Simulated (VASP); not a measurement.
# A vacancy on the Al site in Al, part 2 of 3

Wanted: what a vacancy on the Al site costs in Al and how the lattice relaxes round it.

VASP 6.6.1; PBEsol; plane waves and PAW (Al).

So far. Step 2 (Relaxing the host crystal): The run ended after 2 ionic steps, 0.003 eV below its first step, once forces and stress met EDIFFG = -0.02.

## Step 3: The supercell without the defect

System of this step: Al. The cell holds 64 atoms: 64 Al. Its edges and angles: a = 11.352 Å, b = 11.352 Å, c = 11.352 Å, α = 60.0°, β = 60.0°, γ = 60.0°. It derives from Al.

The same cell, mesh and cutoff without the defect give the energy to subtract and, in a gapped host, the band edges to count from, so that most errors cancel.

File INCAR:

```
SYSTEM = Al
PREC = Normal
ENCUT = 300
EDIFF = 1E-05
NELM = 120
ISMEAR = 1
SIGMA = 0.2
LREAL = Auto
ALGO = Fast
GGA = PS
NBANDS = 144
LORBIT = 11
LWAVE = .FALSE.
LCHARG = .FALSE.
KPAR = 4
NCORE = 2
```

File POSCAR:

```
Al
1.0
    0.0000000000      8.0270485368      8.0270485368
    8.0270485368      0.0000000000      8.0270485368
    8.0270485368      8.0270485368      0.0000000000
Al
64
Direct
    0.0000000000      0.0000000000      0.0000000000
    0.0000000000      0.0000000000      0.2500000000
    0.0000000000      0.0000000000      0.5000000000
    0.0000000000      0.0000000000      0.7500000000
    0.0000000000      0.2500000000      0.0000000000
    0.0000000000      0.2500000000      0.2500000000
    0.0000000000      0.2500000000      0.5000000000
    0.0000000000      0.2500000000      0.7500000000
    0.0000000000      0.5000000000      0.0000000000
    0.0000000000      0.5000000000      0.2500000000
    0.0000000000      0.5000000000      0.5000000000
    0.0000000000      0.5000000000      0.7500000000
    0.0000000000      0.7500000000      0.0000000000
    0.0000000000      0.7500000000      0.2500000000
    0.0000000000      0.7500000000      0.5000000000
    0.0000000000      0.7500000000      0.7500000000
    0.2500000000      0.0000000000      0.0000000000
    0.2500000000      0.0000000000      0.2500000000
    0.2500000000      0.0000000000      0.5000000000
    0.2500000000      0.0000000000      0.7500000000
    0.2500000000      0.2500000000      0.0000000000
    0.2500000000      0.2500000000      0.2500000000
    0.2500000000      0.2500000000      0.5000000000
    0.2500000000      0.2500000000      0.7500000000
    0.2500000000      0.5000000000      0.0000000000
    0.2500000000      0.5000000000      0.2500000000
    0.2500000000      0.5000000000      0.5000000000
    0.2500000000      0.5000000000      0.7500000000
    0.2500000000      0.7500000000      0.0000000000
    0.2500000000      0.7500000000      0.2500000000
    0.2500000000      0.7500000000      0.5000000000
    0.2500000000      0.7500000000      0.7500000000
    0.5000000000      0.0000000000      0.0000000000
    0.5000000000      0.0000000000      0.2500000000
    0.5000000000      0.0000000000      0.5000000000
    0.5000000000      0.0000000000      0.7500000000
    0.5000000000      0.2500000000      0.0000000000
    0.5000000000      0.2500000000      0.2500000000
    0.5000000000      0.2500000000      0.5000000000
    0.5000000000      0.2500000000      0.7500000000
    0.5000000000      0.5000000000      0.0000000000
    0.5000000000      0.5000000000      0.2500000000
    0.5000000000      0.5000000000      0.5000000000
    0.5000000000      0.5000000000      0.7500000000
    0.5000000000      0.7500000000      0.0000000000
    0.5000000000      0.7500000000      0.2500000000
    0.5000000000      0.7500000000      0.5000000000
    0.5000000000      0.7500000000      0.7500000000
    0.7500000000      0.0000000000      0.0000000000
    0.7500000000      0.0000000000      0.2500000000
    0.7500000000      0.0000000000      0.5000000000
    0.7500000000      0.0000000000      0.7500000000
    0.7500000000      0.2500000000      0.0000000000
    0.7500000000      0.2500000000      0.2500000000
    0.7500000000      0.2500000000      0.5000000000
    0.7500000000      0.2500000000      0.7500000000
    0.7500000000      0.5000000000      0.0000000000
    0.7500000000      0.5000000000      0.2500000000
    0.7500000000      0.5000000000      0.5000000000
    0.7500000000      0.5000000000      0.7500000000
    0.7500000000      0.7500000000      0.0000000000
    0.7500000000      0.7500000000      0.2500000000
    0.7500000000      0.7500000000      0.5000000000
    0.7500000000      0.7500000000      0.7500000000
```

File KPOINTS:

```
Automatic mesh
0
Gamma
4 4 4
0 0 0
```

PAW data sets: Al (PBE family, release 64).

Launch:

```console
mpirun -np 8 vasp_std
```

Log:

```text
[banner, memory and clock lines left out]
running    8 mpi-ranks, on    1 nodes
 distrk:  each k-point on    2 cores,    4 groups
 distr:  one band on    2 cores,    1 groups

 POSCAR found type information on POSCAR Al
 POSCAR found :  1 types and      64 ions
 [... a notice as in an earlier step ...]

 LDA part: xc-table for (Slater+PW92), standard interpolation
 POSCAR, INCAR and KPOINTS ok, starting setup
 FFT: planning ... GRIDC
 FFT: planning ... GRID_SOFT
 FFT: planning ... GRID
 WAVECAR not read
 entering main loop
       N       E                     dE             d eps       ncg     rms          rms(c)
DAV:   1     0.116451457064E+03    0.11645E+03   -0.46987E+04  2304   0.688E+02
DAV:   2    -0.243616125497E+03   -0.36007E+03   -0.33497E+03  2736   0.115E+02
DAV:   3    -0.263554695182E+03   -0.19939E+02   -0.19091E+02  2792   0.225E+01
DAV:   4    -0.263860203484E+03   -0.30551E+00   -0.30269E+00  2696   0.295E+00
DAV:   5    -0.263863877159E+03   -0.36737E-02   -0.36660E-02  2656   0.336E-01    0.121E+01
RMM:   6    -0.262763145111E+03    0.11007E+01   -0.11922E-01  2330   0.636E-01    0.695E+00
RMM:   7    -0.262022998116E+03    0.74015E+00   -0.29610E-01  2420   0.970E-01    0.852E-01
RMM:   8    -0.262015626977E+03    0.73711E-02   -0.19433E-02  2522   0.301E-01    0.105E-01
RMM:   9    -0.262015884340E+03   -0.25736E-03   -0.29195E-03  2657   0.141E-01    0.165E-01
RMM:  10    -0.262015951995E+03   -0.67655E-04   -0.31610E-04  2705   0.389E-02    0.634E-01
RMM:  11    -0.262015854095E+03    0.97899E-04   -0.74921E-05  2612   0.175E-02    0.253E-01
RMM:  12    -0.262015839264E+03    0.14831E-04   -0.16197E-05  1767   0.100E-02    0.149E-01
RMM:  13    -0.262015828375E+03    0.10889E-04   -0.39203E-06  1409   0.462E-03    0.693E-02
RMM:  14    -0.262015825049E+03    0.33254E-05   -0.13470E-06  1299   0.313E-03
   1 F= -.26201583E+03 E0= -.26203241E+03  d E =0.497559E-01
```

Wall time 41 s (8 MPI ranks of Intel Xeon Platinum 8488C (Sapphire Rapids), shared host); peak memory 2.8 GiB; 5.3 min of CPU time.

From OUTCAR (step 3):

```text
  LATTYP: Found a face centered cubic cell.
 ALAT       =    16.0540970736

The static configuration has the point symmetry O_h .

 Found      8 irreducible k-points:

   k-points           NKPTS =      8   k-points in BZ     NKDIM =      8   number of bands    NBANDS=    144

   dimension x,y,z NGX =    48 NGY =   48 NGZ =   48
   dimension x,y,z NGXF=    96 NGYF=   96 NGZF=   96

   ENCUT  =  300.0 eV  22.05 Ry    4.70 a.u.  16.03 16.03 16.03*2*pi/ulx,y,z

   NELECT =     192.0000    total number of electrons

 E-fermi :   8.2085

 k-point     1 :       0.0000    0.0000    0.0000
  band No.  band energies     occupation
    ...
     97       7.4026      2.00000
     98       7.4026      2.00000
     99       7.4026      2.00000
    100       7.4026      2.00000
    101       7.4026      2.00000
    102       8.2887      0.37748
    103       8.2887      0.37748
    104       8.2887      0.37748
    105       8.2887      0.37748
    106       8.2887      0.37748
    ...

 k-point     2 :       0.2500    0.0000    0.0000
  band No.  band energies     occupation
    ...
     94       7.7649      2.00744
     95       7.7649      2.00744
     96       7.9010      2.05195
     97       7.9011      2.05195
     98       7.9011      2.05195
     99       8.7786     -0.00042
    100       8.7786     -0.00042
    101       8.7786     -0.00042
    102       8.8276     -0.00011
    103       8.8276     -0.00011
    ...

  Total       -0.3077660     -0.3077660     -0.3077660      0.0000000      0.0000000     -0.0000000
  in kB       -0.4766873     -0.4766873     -0.4766873      0.0000000      0.0000000     -0.0000000
  external PRESSURE =      -0.4766873 kB  Pullay stress =       0.0000000 kB

  energy-cutoff  :      300.00
  volume of cell :     1034.42
      direct lattice vectors                 reciprocal lattice vectors
     0.000000000  8.027048537  8.027048537    -0.062289395  0.062289395  0.062289395
     8.027048537  0.000000000  8.027048537     0.062289395 -0.062289395  0.062289395
     8.027048537  8.027048537  0.000000000     0.062289395  0.062289395 -0.062289395

 POSITION                                       TOTAL-FORCE (eV/Angst)
 -----------------------------------------------------------------------------------
      0.00000      0.00000      0.00000        -0.000000      0.000000     -0.000000
      2.00676      2.00676      0.00000        -0.000000     -0.000000      0.000000
      4.01352      4.01352      0.00000        -0.000000     -0.000000      0.000000
      6.02029      6.02029      0.00000        -0.000000     -0.000000      0.000000
      2.00676      0.00000      2.00676        -0.000000      0.000000      0.000000
      4.01352      2.00676      2.00676         0.000000      0.000000      0.000000
      6.02029      4.01352      2.00676        -0.000000      0.000000      0.000000
      8.02705      6.02029      2.00676         0.000000     -0.000000      0.000000
      4.01352      0.00000      4.01352        -0.000000      0.000000     -0.000000
      6.02029      2.00676      4.01352         0.000000     -0.000000     -0.000000
      8.02705      4.01352      4.01352        -0.000000      0.000000      0.000000
     10.03381      6.02029      4.01352        -0.000000     -0.000000     -0.000000
      6.02029      0.00000      6.02029         0.000000     -0.000000     -0.000000
      8.02705      2.00676      6.02029        -0.000000     -0.000000     -0.000000
     10.03381      4.01352      6.02029        -0.000000      0.000000     -0.000000
     12.04057      6.02029      6.02029        -0.000000     -0.000000      0.000000
      0.00000      2.00676      2.00676         0.000000      0.000000      0.000000
      2.00676      4.01352      2.00676         0.000000      0.000000     -0.000000
      4.01352      6.02029      2.00676         0.000000      0.000000     -0.000000
      6.02029      8.02705      2.00676        -0.000000     -0.000000      0.000000
      2.00676      2.00676      4.01352         0.000000      0.000000     -0.000000
      4.01352      4.01352      4.01352        -0.000000      0.000000     -0.000000
      6.02029      6.02029      4.01352        -0.000000     -0.000000     -0.000000
      8.02705      8.02705      4.01352        -0.000000     -0.000000     -0.000000
      4.01352      2.00676      6.02029         0.000000     -0.000000      0.000000
      6.02029      4.01352      6.02029         0.000000     -0.000000     -0.000000
      8.02705      6.02029      6.02029        -0.000000     -0.000000     -0.000000
     10.03381      8.02705      6.02029         0.000000     -0.000000     -0.000000
      6.02029      2.00676      8.02705         0.000000     -0.000000      0.000000
      8.02705      4.01352      8.02705        -0.000000     -0.000000     -0.000000
     10.03381      6.02029      8.02705        -0.000000      0.000000      0.000000
     12.04057      8.02705      8.02705        -0.000000     -0.000000     -0.000000
      0.00000      4.01352      4.01352         0.000000      0.000000      0.000000
      2.00676      6.02029      4.01352         0.000000      0.000000     -0.000000
      4.01352      8.02705      4.01352         0.000000     -0.000000      0.000000
      6.02029     10.03381      4.01352        -0.000000      0.000000     -0.000000
      2.00676      4.01352      6.02029        -0.000000      0.000000      0.000000
      4.01352      6.02029      6.02029         0.000000      0.000000      0.000000
[...]
-----------------------------------------------------------------------------------
    total drift:                                0.000000     -0.000000     -0.000000

  FREE ENERGIE OF THE ION-ELECTRON SYSTEM (eV)
  ---------------------------------------------------
  free  energy   TOTEN  =      -262.0158250493 eV

  energy  without entropy=     -262.0655809683  energy(sigma->0) =     -262.03241036

 total charge
# of ion       s       p       d       tot
------------------------------------------
    1        0.430   0.352   0.000   0.781
    2        0.430   0.352   0.000   0.781
    3        0.430   0.352   0.000   0.781
    4        0.430   0.352   0.000   0.781
    5        0.430   0.352   0.000   0.781
    6        0.430   0.352   0.000   0.781
    7        0.430   0.352   0.000   0.781
    8        0.430   0.352   0.000   0.781
    9        0.430   0.352   0.000   0.781
   10        0.430   0.352   0.000   0.781
   11        0.430   0.352   0.000   0.781
   12        0.430   0.352   0.000   0.781
   13        0.430   0.352   0.000   0.781
   14        0.430   0.352   0.000   0.781
   15        0.430   0.352   0.000   0.781
   16        0.430   0.352   0.000   0.781
   17        0.430   0.352   0.000   0.781
   18        0.430   0.352   0.000   0.781
   19        0.430   0.352   0.000   0.781
   20        0.430   0.352   0.000   0.781
   21        0.430   0.352   0.000   0.781
   22        0.430   0.352   0.000   0.781
   23        0.430   0.352   0.000   0.781
   24        0.430   0.352   0.000   0.781
   25        0.430   0.352   0.000   0.781
   26        0.430   0.352   0.000   0.781
   27        0.430   0.352   0.000   0.781
   28        0.430   0.352   0.000   0.781
   29        0.430   0.352   0.000   0.781
   30        0.430   0.352   0.000   0.781
   31        0.430   0.352   0.000   0.781
   32        0.430   0.352   0.000   0.781
   33        0.430   0.352   0.000   0.781
   34        0.430   0.352   0.000   0.781
   35        0.430   0.352   0.000   0.781
   36        0.430   0.352   0.000   0.781
   37        0.430   0.352   0.000   0.781
[...]
--------------------------------------------------
tot         27.506  22.506   0.000  50.012

[... 1 part as in an earlier step ...]

[... 7 further parts left out ...]
```

This step gave:

* electrons: 192
* free energy (TOTEN): -262.0158 eV
* energy at zero smearing: -262.0324 eV
* Fermi energy: 8.209 eV

The host is treated as a metal, as its relaxation found a gap under 0.3 eV or none, and only the neutral defect is run.

(Part 2 of 3 ends here.)

[Lines on the potential files, build, host, timing and source positions are cut from VASP's logs without a mark.]

[Logs are printed without paths, hosts, clocks, repeated set-up lines and the standing remarks that a program may print on its own settings, such as how far it seeks lower states.]

[Hosts, paths, dates, database ids (printed as entryN), source tags and the programs' standing remarks are cut or masked in the printed files.]

[In band tables of VASP the shares of atoms and orbitals are scaled to a sum of 1 inside the atoms' spheres.]

[Runs that stopped without an error message from VASP are left out.]
